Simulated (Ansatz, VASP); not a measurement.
# Sn in two plane-wave programs

Aim: how closely do two programs agree when they are given the same cell, functional and k mesh? The cell is taken from a series of runs on this material, whose earlier steps may have relaxed, scaled, displaced or heated it; both programs get it as it stands.

Method: plane waves, with VASP 6.6.1 beside it; zone-centre phonons at PBEsol, in Ansatz 0.2.0.

## (1) Set-up

It takes space group I4_1/amd (No. 141, tetragonal). The conventional cell has a = 4.657 Å, b = 4.657 Å, c = 6.410 Å, α = 90.00°, β = 90.00°, γ = 90.00°. Nearest to Sn lie 4 Sn at 2.83 Å.

## (2) VASP: zone-centre phonons, PBEsol

Second derivatives magnify differences that forces hide, and they need a tight electronic threshold.

Lines of VASP's logs that name or quote its potential files are left out, and so is its time.

The input, INCAR:

```
SYSTEM = Sn
PREC = Accurate
ENCUT = 500
EDIFF = 1E-08
NELM = 120
ISMEAR = 1
SIGMA = 0.2
LREAL = .FALSE.
ALGO = Normal
GGA = PS
NBANDS = 20
LORBIT = 11
LWAVE = .FALSE.
LCHARG = .FALSE.
ISIF = 2
IBRION = 8
LASPH = .TRUE.
GGA_COMPAT = .FALSE.
KPAR = 2
```

The input, POSCAR:

```
Sn
1.0
    0.0000000000      3.2930867029      3.2048815457
    3.2930867029      0.0000000000      3.2048815457
    3.2930867029      3.2930867029      0.0000000000
Sn
2
Direct
    0.5000000000      0.5000000000      0.5000000000
    0.7500000000      0.7500000000      0.7500000000
```

The input, KPOINTS:

```
Automatic mesh
0
Gamma
12 12 12
0 0 0
```

Potentials, in the order of the species: Sn_d (PBE family, release 64).

Started as:

```console
mpirun -np 2 vasp_std
```

Numbers of over 12 decimals in the logs are rounded to 6 here.

Output:

```text
[banner, memory and clock lines left out]
running    2 mpi-ranks, on    1 nodes
 distrk:  each k-point on    1 cores,    2 groups
 distr:  one band on    1 cores,    1 groups

 POSCAR found type information on POSCAR Sn
 POSCAR found :  1 types and       2 ions
|                                                                             |
|               ----> ADVICE to this user running VASP <----                  |
|                                                                             |
|     You enforced a specific xc type in the INCAR file but a different       |
|     [... a line on the potential file left out ...]
|     I HOPE YOU KNOW WHAT YOU ARE DOING!                                     |
|                                                                             |

 LDA part: xc-table for (Slater+PW92), standard interpolation
 POSCAR, INCAR and KPOINTS ok, starting setup
 FFT: planning ... GRIDC
 FFT: planning ... GRID_SOFT
 FFT: planning ... GRID
 WAVECAR not read
 entering main loop
       N       E                     dE             d eps       ncg     rms          rms(c)
DAV:   1     0.220470882001E+03    0.22047E+03   -0.14716E+04  6568   0.198E+03
DAV:   2     0.149532449677E+02   -0.20552E+03   -0.20184E+03  6532   0.440E+02
DAV:   3    -0.780397873564E+01   -0.22757E+02   -0.22605E+02  7464   0.142E+02
DAV:   4    -0.853683023964E+01   -0.73285E+00   -0.73246E+00  7420   0.287E+01
DAV:   5    -0.856194910599E+01   -0.25119E-01   -0.25118E-01  8932   0.521E+00    0.320E+00
DAV:   6    -0.849356735488E+01    0.68382E-01   -0.43817E-02  8768   0.277E+00    0.180E+00
DAV:   7    -0.846072354640E+01    0.32844E-01   -0.52958E-02  7536   0.261E+00    0.165E-01
DAV:   8    -0.846164603227E+01   -0.92249E-03   -0.70289E-03  7128   0.102E+00    0.534E-02
DAV:   9    -0.846190371232E+01   -0.25768E-03   -0.35318E-04  7988   0.144E-01    0.106E-02
DAV:  10    -0.846191429202E+01   -0.10580E-04   -0.19421E-05  7896   0.402E-02    0.517E-03
DAV:  11    -0.846191595450E+01   -0.16625E-05   -0.27299E-06  7308   0.121E-02    0.572E-04
DAV:  12    -0.846191585396E+01    0.10054E-06   -0.16449E-07  8176   0.460E-03    0.324E-04
DAV:  13    -0.846191583214E+01    0.21815E-07   -0.11252E-08  5768   0.820E-04    0.446E-05
DAV:  14    -0.846191584160E+01   -0.94524E-08   -0.10376E-09  4084   0.344E-04
   1 F= -.84619158E+01 E0= -.84617786E+01  d E =-.411595E-03
 Linear response reoptimize wavefunctions to high precision
DAV:   1    -0.846191584184E+01   -0.24875E-09   -0.42313E-10  4304   0.248E-04
DAV:   2    -0.846191584187E+01   -0.27285E-10   -0.21167E-10  3764   0.162E-04
 Linear response DOF=           2
 Linear response progress:
  Degree of freedom:   1/  2
       N       E                     dE             d eps       ncg     rms          rms(c)
RMM:   1    -0.214244502856E+00   -0.21424E+00    0.54325E-01 23889   0.997E+00
RMM:   2    -0.220906386319E+00   -0.66619E-02   -0.19820E-02 33363   0.117E+00    0.701E-02
RMM:   3    -0.221078131910E+00   -0.17175E-03   -0.16222E-03 35157   0.324E-01    0.326E-02
RMM:   4    -0.220989675717E+00    0.88456E-04   -0.11512E-04 35009   0.976E-02    0.114E-02
RMM:   5    -0.220980890507E+00    0.87852E-05   -0.18732E-05 35660   0.330E-02    0.384E-03
RMM:   6    -0.220979918125E+00    0.97238E-06   -0.14262E-06 35261   0.959E-03    0.186E-03
RMM:   7    -0.220977265518E+00    0.26526E-05   -0.10023E-06 35150   0.351E-03    0.280E-04
RMM:   8    -0.220974869927E+00    0.23956E-05   -0.25059E-07 36449   0.126E-03    0.221E-04
RMM:   9    -0.220972812191E+00    0.20577E-05   -0.13448E-07 35749   0.526E-04    0.533E-05
RMM:  10    -0.220973297938E+00   -0.48575E-06   -0.16978E-07 37794   0.224E-04    0.330E-05
RMM:  11    -0.220973240333E+00    0.57604E-07   -0.55822E-08 36457   0.116E-04    0.696E-06
RMM:  12    -0.220973219299E+00    0.21034E-07   -0.22800E-08 39022   0.649E-05    0.616E-06
RMM:  13    -0.220973198796E+00    0.20503E-07    0.93821E-09 37592   0.422E-05    0.315E-06
RMM:  14    -0.220973180682E+00    0.18114E-07    0.53139E-09 38450   0.315E-05    0.154E-06
RMM:  15    -0.220973161700E+00    0.18982E-07    0.70076E-09 36571   0.264E-05    0.176E-07
RMM:  16    -0.220973161121E+00    0.57832E-09    0.22905E-09 27371   0.232E-05    0.378E-07
 first order change of Fermi-energy   0.13035E-04
 force on displaced ion       1 direction 1 :  -7.187   0.000  -0.000
 Linear response progress:
  Degree of freedom:   2/  2
       N       E                     dE             d eps       ncg     rms          rms(c)
RMM:   1    -0.214018518005E+00   -0.21402E+00    0.57117E-01 14036   0.101E+01
RMM:   2    -0.220666604902E+00   -0.66481E-02   -0.19712E-02 19620   0.116E+00    0.688E-02
RMM:   3    -0.220831992138E+00   -0.16539E-03   -0.16272E-03 20673   0.323E-01    0.319E-02
RMM:   4    -0.220736651561E+00    0.95341E-04   -0.11391E-04 20557   0.972E-02    0.114E-02
RMM:   5    -0.220725176976E+00    0.11475E-04   -0.16321E-05 20966   0.329E-02    0.387E-03
RMM:   6    -0.220724966342E+00    0.21063E-06   -0.12627E-06 20767   0.952E-03    0.190E-03
RMM:   7    -0.220722628721E+00    0.23376E-05   -0.12669E-07 20602   0.343E-03    0.310E-04
RMM:   8    -0.220720384368E+00    0.22444E-05    0.91547E-08 21420   0.121E-03    0.249E-04
RMM:   9    -0.220718260271E+00    0.21241E-05    0.65328E-08 20973   0.503E-04    0.605E-05
RMM:  10    -0.220718696583E+00   -0.43631E-06    0.10870E-07 22126   0.202E-04    0.313E-05
RMM:  11    -0.220718702317E+00   -0.57347E-08    0.75813E-08 21421   0.103E-04    0.496E-06
 first order change of Fermi-energy   0.29895E-03
 force on displaced ion       1 direction 3 :  -0.000  -0.000  -7.112
 Linear response finished
```

Parts of OUTCAR (step 2):

```text
ion  position               nearest neighbor table
   1  0.500  0.500  0.500-   2 2.83   2 2.83   2 2.83   2 2.83
   2  0.750  0.750  0.750-   1 2.83   1 2.83   1 2.83   1 2.83

  LATTYP: Found a body centered tetragonal cell.
 ALAT       =     4.6571278773
 C/A-ratio  =     1.3763339252

 Subroutine GETGRP returns: Found 16 space group operations
 (whereof  8 operations were pure point group operations)

The static configuration has the point symmetry D_2d.
 The point group associated with its full space group is D_4h.

 Found    163 irreducible k-points:

   k-points           NKPTS =    163   k-points in BZ     NKDIM =    163   number of bands    NBANDS=     20

   dimension x,y,z NGX =    36 NGY =   36 NGZ =   36
   dimension x,y,z NGXF=    72 NGYF=   72 NGZF=   72

   ENCUT  =  500.0 eV  36.75 Ry    6.06 a.u.   8.38  8.38  8.49*2*pi/ulx,y,z

   NELECT =      28.0000    total number of electrons

 k-points in reciprocal lattice and weights: Automatic mesh
   0.00000000  0.00000000  0.00000000       0.001
   0.08333333 -0.00000000  0.00000000       0.005
   0.16666667 -0.00000000  0.00000000       0.005
   0.25000000  0.00000000  0.00000000       0.005
   0.33333333 -0.00000000  0.00000000       0.005
   0.41666667  0.00000000  0.00000000       0.005
   0.50000000  0.00000000  0.00000000       0.002
   0.08333333  0.08333333  0.00000000       0.001
   0.16666667  0.08333333  0.00000000       0.005
[...]
-0.33333333  0.16666667  0.50000000       0.002
  -0.25000000  0.25000000  0.50000000       0.001

 average (electrostatic) potential at core
       1-101.4774       2-101.4774

  Total       -0.0305623     -0.0305623      0.3080756      0.0000000      0.0000000     -0.0000000
  in kB       -0.7044460     -0.7044460      7.1010013      0.0000000      0.0000000     -0.0000000
  external PRESSURE =       1.8973698 kB  Pullay stress =       0.0000000 kB

  energy-cutoff  :      500.00
  volume of cell :       69.51
      direct lattice vectors                 reciprocal lattice vectors
     0.000000000  3.293086703  3.204881546    -0.151833233  0.151833233  0.156012006
     3.293086703  0.000000000  3.204881546     0.151833233 -0.151833233  0.156012006
     3.293086703  3.293086703  0.000000000     0.151833233  0.151833233 -0.156012006

 POSITION                                       TOTAL-FORCE (eV/Angst)
 -----------------------------------------------------------------------------------
      3.29309      3.29309      3.20488        -0.000000     -0.000000      0.000000
      4.93963      4.93963      4.80732         0.000000      0.000000      0.000000
 -----------------------------------------------------------------------------------
    total drift:                                0.000000      0.000000      0.000000

 Eigenvectors and eigenvalues of the dynamical matrix
 ----------------------------------------------------

   1 f  =    5.439816 THz    34.179373 2PiTHz  181.452734 cm-1    22.497262 meV
             X         Y         Z           dx          dy          dz
      3.293087  3.293087  3.204882     0.241740    0.664501    0.000000
      4.939630  4.939630  4.807322    -0.241740   -0.664501    0.000000

   2 f  =    5.439816 THz    34.179373 2PiTHz  181.452734 cm-1    22.497262 meV
             X         Y         Z           dx          dy          dz
      3.293087  3.293087  3.204882     0.664501   -0.241740   -0.000000
      4.939630  4.939630  4.807322    -0.664501    0.241740   -0.000000

   3 f  =    5.411394 THz    34.000789 2PiTHz  180.504663 cm-1    22.379716 meV
             X         Y         Z           dx          dy          dz
      3.293087  3.293087  3.204882     0.000000    0.000000   -0.707107
      4.939630  4.939630  4.807322     0.000000    0.000000    0.707107

   4 f  =    0.000000 THz     0.000000 2PiTHz    0.000002 cm-1     0.000000 meV
             X         Y         Z           dx          dy          dz
      3.293087  3.293087  3.204882     0.184681   -0.669389   -0.133459
      4.939630  4.939630  4.807322     0.184681   -0.669389   -0.133459

   5 f/i=    0.000000 THz     0.000000 2PiTHz    0.000001 cm-1     0.000000 meV
             X         Y         Z           dx          dy          dz
      3.293087  3.293087  3.204882     0.682546    0.182113    0.031089
      4.939630  4.939630  4.807322     0.682546    0.182113    0.031089

   6 f/i=    0.000000 THz     0.000000 2PiTHz    0.000002 cm-1     0.000000 meV
             X         Y         Z           dx          dy          dz
      3.293087  3.293087  3.204882     0.004941   -0.136943    0.693702
      4.939630  4.939630  4.807322     0.004941   -0.136943    0.693702

 ELASTIC MODULI CONTR FROM IONIC RELAXATION (kBar)
 Direction    XX          YY          ZZ          XY          YZ          ZX
 --------------------------------------------------------------------------------
 XX           0.0000      0.0000      0.0000      0.0000      0.0000      0.0000
 YY           0.0000      0.0000      0.0000      0.0000      0.0000      0.0000
 ZZ           0.0000      0.0000      0.0000      0.0000      0.0000      0.0000
 XY           0.0000      0.0000      0.0000   -220.5586      0.0000      0.0000
 YZ           0.0000      0.0000      0.0000      0.0000   -226.7733      0.0000
 ZX           0.0000      0.0000      0.0000      0.0000      0.0000   -196.6523
 --------------------------------------------------------------------------------
```

## (3) Ansatz: zone-centre phonons, PBEsol

Ansatz runs on its PAW soft_1 files.

The same cell, functional, mesh and smearing now go to Ansatz, which takes its cutoff from its data sets.

The input, input.yaml:

```yaml
crystal:
  lattice:
    - [0.0, 3.2930867029, 3.2048815457]
    - [3.2930867029, 0.0, 3.2048815457]
    - [3.2930867029, 3.2930867029, 0.0]
  atoms:
    - { symbol: Sn, position: [0.5, 0.5, 0.5] }
    - { symbol: Sn, position: [0.75, 0.75, 0.75] }
kpoints:
  mp_grid: { grid: [12, 12, 12] }
hamiltonian:
  xc: pbesol
  pseudopotentials: { kind: paw, azcp: { folder: soft_1 }, xc_functional: pbe }
scf:
  occupations: { method: methfessel_paxton, width: 0.2 }
output:
  eigenvalues: true
phonons:
  method: dfpt
```

Started as:

```console
ansatz run input.yaml --threads 4 --pin off --max-ram 10240MiB --backend cpu --events-out ev --progress --plain --runs-dir out
```

Output:

```text
zone centre: on kpoints.mp_grid the ground state, and the responses unless they are solved on pairs of k-points, stand on 280 of the mesh's 1728 k-points, reduced under 4 symmetry operations, with k and −k counted as one. Each operation leaves every solved displacement unchanged or reverses it
Engine: ansatz 0.2.0, x86_64-unknown-linux-gnu
Pseudopotentials: kind: paw
Pseudopotential: Sn, paw, valence charge 14, recommended cutoff 420 eV (normal), soft_1/Sn.paw.azcp
Functional definition: PBEsol
  exchange = pbesol_x
  correlation = pbesol_c
Crystal: 2 atoms, lattice volume = 69.510 Å³
Basis set: ecut = 420 eV, 1387 PW (Γ), exchange–correlation on 64×64×64 points (8 copies of the dense FFT grid, shifted against one another)
Bands: 18, of which v1, the nominal top of the filled ones, is band 14 counted from 1 (13 counted from 0)
Symmetry: 16 space group operations
k-points: 280 of 1728 (irreducible under 4 space group operations, time reversal used)
Non-local potential: Sn, projectors of the file, l = 0: 2, l = 1: 2, l = 2: 2, l = 3: 1
PAW form: soft (Blöchl's): semilocal exchange-correlation on the pseudo side does not see the compensation charge
PAW frozen core: Sn, regenerated for the run's functional, and the local potential with it (the file was generated under x = pbe(κ = 0.804, μ = 0.219515), c = pbe(β = 0.066725))
PAW one-centre angular grid: Sn, 590 points (default); XC on 64 Gauss nodes
Initial density: superposition of atomic densities (chi_scale 0.1, normalization cell)
Initial wavefunctions: pseudopotential atomic-orbital guess
Functional: x = pbesol(κ = 0.804, μ = 0.123457), c = pbesol(β = 0.046)
SCF iter   1: F=—  HF=-11899.712536 eV  |F-HF|=—  |Δ(HF+E_count)|=         —  Δρ=2.14e-2  dr2=3.33e-1  ethr=3.10e-3  ⟨swp⟩=5.6  Hψ=26563  notcnv=0
preconditioner: auto → Kerker (q_TF=auto, 2.345 Å⁻¹)  [metal: Δε(μ)=0.006 eV  Ē_g=19.886 eV  σ=0.200 eV  W_gap=0.02  n_scr=14 (ndim 8)  ℏωp=23.6 eV  f_vac=0.007  D(μ)=0.18/eV (n_scr^D=0)]
SCF iter   2: F=—  HF=-11899.671893 eV  |F-HF|=—  |Δ(HF+E_count)|=   4.06e-2  S|Δr|=    0.00e0  Δρ=1.39e-2  dr2=1.60e-1  ethr=1.19e-3  ⟨swp⟩=1.0  Hψ=7282  notcnv=0
SCF iter   3: F=—  HF=-11899.640947 eV  |F-HF|=—  |Δ(HF+E_count)|=   3.09e-2  S|Δr|=    0.00e0  Δρ=2.57e-3  dr2=1.29e-2  ethr=5.70e-4  ⟨swp⟩=1.0  Hψ=5040  notcnv=0
SCF iter   4: F=—  HF=-11899.641589 eV  |F-HF|=—  |Δ(HF+E_count)|=   6.42e-4  S|Δr|=    0.00e0  Δρ=1.40e-3  dr2=2.70e-3  ethr=4.62e-5  ⟨swp⟩=2.0  Hψ=6090  notcnv=0
SCF iter   5: F=—  HF=-11899.642732 eV  |F-HF|=—  |Δ(HF+E_count)|=   1.14e-3  S|Δr|=    0.00e0  Δρ=2.89e-4  dr2=7.50e-5  ethr=9.65e-6  ⟨swp⟩=2.0  Hψ=6163  notcnv=0
SCF iter   6: F=—  HF=-11899.642809 eV  |F-HF|=—  |Δ(HF+E_count)|=   7.68e-5  S|Δr|=    0.00e0  Δρ=5.51e-5  dr2=1.45e-6  ethr=2.68e-7  ⟨swp⟩=2.2  Hψ=6654  notcnv=0
SCF iter   7: F=—  HF=-11899.642814 eV  |F-HF|=—  |Δ(HF+E_count)|=   5.66e-6  S|Δr|=    0.00e0  Δρ=9.02e-6  dr2=3.62e-8  ethr=5.18e-9  ⟨swp⟩=2.0  Hψ=6175  notcnv=0
SCF iter   8: F=—  HF=-11899.642814 eV  |F-HF|=—  |Δ(HF+E_count)|=   1.47e-7  S|Δr|=    0.00e0  Δρ=1.50e-6  dr2=1.64e-9  ethr=1.29e-10  ⟨swp⟩=2.4  Hψ=7750  notcnv=0
SCF iter   9: F=—  HF=-11899.642814 eV  |F-HF|=—  |Δ(HF+E_count)|=   4.38e-9  S|Δr|=    0.00e0  Δρ=3.02e-7  dr2=4.89e-11  ethr=5.86e-12  ⟨swp⟩=2.6  Hψ=7667  notcnv=0
SCF iter  10: F=-11899.642814 eV  HF=-11899.642814 eV  |F-HF|=1.82e-12  |Δ(HF+E_count)|=  8.19e-11  S|Δr|=    0.00e0  Δρ=7.86e-8  dr2=3.88e-12  ethr=1.00e-12  ⟨swp⟩=6.6  Hψ=21990  notcnv=0
SCF 1 converged in 10 iterations: F = -11899.642814 eV  dr2 = 3.88e-12
  greatest PAW one-centre occupation: 0.991 electrons in one spin orbital (limit 2), on the Sn atom at site 1 (counted from 0), in its partial waves of l = 2
DFPT response loops at Γ: preconditioner auto → Kerker (q_TF=auto, 2.345 Å⁻¹) (partly filled bands, converged f_vac=0.085); β = 1.00, the filter's whole step (`scf.mixing.beta` (0.50) is not read by the response loops under this deck's `scf.mixing.preconditioner`; to damp them name `kerker` or `kerker_dos`, under which they read `scf.mixing.beta`, and type it under 1.00, their step now; both keys bind the ground state too); Broyden in place of MSR1
SCF converged after 10 iterations
Stability not checked: this state was not tested for a lower state beside it, because cold or Methfessel-Paxton smearing, or corrected tetrahedra, fill the levels in a way that the test cannot read (fill_not_monotonic; see scf.lower_state_search)
Free energy (F): -11899.642814 eV
Harris-Foulkes:  -11899.642814 eV  (|F-HF|=1.82e-12)
Internal energy: -11899.642404 eV  (E = F + TS)
E sigma→0 (E₀):  -11899.642712 eV
Entropy (-TS):   -0.000411 eV (-0.205 meV/atom)
Fermi energy:    7.495894 eV
--- Per-component energies (eV) ---
  E_band       = -254.930951
  E_kinetic    = 336.910231
  E_local      = -2642.705359  (includes V_loc(G=0)·N_el)
  E_nonlocal   = 293.833591
  E_hartree    = 1282.995630
  E_xc         = -248.983556
  E_vxc        = -160.334702  (∫ρ·V_xc dr)
  E_paw        = -8592.645162  (= ΣΔE_a)
  E_vpaw       = -648.626633  (= ΣTr[D̂ρ^β])
  E_aug_tail   = 0.000576  (compensation charges beyond the density's cutoff)
  E_ewald      = -2329.618034
  E_core_change = 0.569679  (= ΣΔE_core)
  E_smearing   = -0.000411  (= −TS)
  E_closure    = 0.000000  (closes the sum)
  Σ components = -11899.642814   (vs F -11899.642814, Δ=0.00e0)
--- Band table (eV; the first three rows and the last of 280) ---
  k-point 0: bands = [... 10 lower, -3.0041, 6.6926, 7.5406, 7.5406, 7.7137, 9.5881, 9.6972, 9.6972]
  k-point 1: bands = [... 10 lower, -2.9378, 5.8806, 7.4009, 7.5153, 7.9705, 9.7738, 9.8707, 9.9624]
  k-point 2: bands = [... 10 lower, -2.7417, 4.6636, 7.0990, 7.2310, 7.9843, 10.1800, 10.2337, 10.7902]
  k-point 279: bands = [... 10 lower, 0.0994, 0.0994, 5.0026, 5.0026, 8.1798, 8.1798, 15.1271, 15.1271]
--- Phonons (Γ-DFPT): 2 representative perturbations + reference, on 280 of 1728 k-points (Σ response iterations 6) ---
  k mesh reduced under 4 symmetry operations, with k and −k counted as one. Each operation leaves every solved displacement unchanged or reverses it
  ASR residual: 4.268e-5 → 0.000e0 eV/Å²; symmetrization residual: 1.661e-12 eV/Å²
  ASR residual per site (eV/Å²): 4.27e-5 4.27e-5
  Γ frequencies (cm⁻¹): 0.00 0.00 0.00 180.52 181.71 181.71
  non-analytic LO–TO correction: not included (Born effective charges unavailable; polar crystals: no LO–TO splitting at Γ)
```

## (4) Differences

Known differences besides the potentials themselves: the cutoff is 420 eV in Ansatz and 500 eV in VASP; Ansatz makes its cores anew for this functional, VASP keeps those of its PBE data sets. Total energies have different zeros and are not compared.

Both answers:

```
                  quantity  Ansatz   VASP  difference
     optical mode 1 (cm⁻¹)   180.5  180.5     +0.01 %
optical mode 2 to 3 (cm⁻¹)   181.7  181.5     +0.14 %
```

Modes are paired by rising frequency, not by their patterns, so a pair may set unlike modes beside each other; they are those without the splitting of longitudinal modes.

## (5) Outcome

| Item | Value |
| --- | --- |
| r.m.s. difference of the optical zone-centre modes, each program's sorted by frequency (zone-centre phonons, PBEsol) | 0.21 cm⁻¹ |

In words: The r.m.s. difference of the optical zone-centre modes, each program's sorted by frequency is 0.21 cm⁻¹ (zone-centre phonons, PBEsol). How closely two codes agree says nothing of how well the functional describes the real material.

[Lines on the potential files, build, host, timing and source positions are cut from VASP's logs without a mark.]

[Logs are printed without paths, hosts, clocks, repeated set-up lines and the standing remarks that a program may print on its own settings, such as how far it seeks lower states.]

[Hosts, paths, dates, database ids (printed as entryN), source tags and the programs' standing remarks are cut or masked in the printed files.]
